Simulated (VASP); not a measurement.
Data:

```
KF
1.0
    0.00000     2.65578     2.65578
    2.65578     0.00000     2.65578
    2.65578     2.65578     0.00000
K F
1 1
Direct
  0.00000   0.00000   0.00000
  0.50000   0.50000   0.50000
```

The numbers are results of PBEsol GGA, VASP's PBE PAW potentials (set 64) (plane waves; VASP), not measurements. Settings: 520 eV cut-off, 8×8×8 Γ-centred mesh, Gaussian smearing of 0.050 eV, potentials K_sv F.

### Question
Predict the energy per atom (σ→0), band gap (on the k-mesh) with the smallest direct gap where there is one.

### Answer

| Property | Value |
|---|---|
| band gap (on the k-mesh) | 6.12 eV |
| smallest direct gap (on the k-mesh) | 6.12 eV |
| energy per atom (σ→0) | -4.260 eV/atom |

Total energies compare only between runs with the same potentials, cut-off and functional.

The compound is KF in the rock salt structure. It was relaxed first. The start is the result of an earlier pass.
